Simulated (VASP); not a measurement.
MgO (relaxed from the rock salt structure, space group Fm-3m) is relaxed at rising pressure, each step from the one before. Symmetry mostly holds the structure type, and other phases were not tried. The mesh follows the cell, and a change of mesh leaves a small step in the series.

Given:

Space group Fm-3m (No. 225); a = b = c = 4.2104 Å, α = β = γ = 90.00°

```csv
atom,site,symmetry,x,y,z
Mg,4a,m-3m,0.0000,0.0000,0.0000
O,4b,m-3m,0.5000,0.5000,0.5000
```
(The calculation used a cell of 2 atoms; values per cell refer to that cell.)

Method: PBEsol GGA, VASP's PBE PAW potentials (set 64) (plane waves; VASP 6.6.1). Run with 620 eV cut-off, 11×11×11 Γ-centred mesh, Gaussian smearing of 0.050 eV, potentials Mg O.

| P (GPa) | V (Å³/atom) | H − H(0) (eV/atom) | space group | gap on the mesh (eV) | k-mesh |
|---|---|---|---|---|---|
| 0 | 9.33 | 0.000 | Fm-3m | 4.65 | 11×11×11 |
| 5 | 9.04 | 0.287 | Fm-3m | 4.96 | 11×11×11 |
| 10 | 8.81 | 0.566 | Fm-3m | 5.22 | 11×11×11 |
| 20 | 8.42 | 1.105 | Fm-3m | 5.71 | 11×11×11 |
| 30 | 8.10 | 1.621 | Fm-3m | 6.14 | 11×11×11 |

Pressures at which the relaxation failed are left out.

The structure was generated: MgO was put into the rock salt type (Fm-3m), which need not be its known phase.
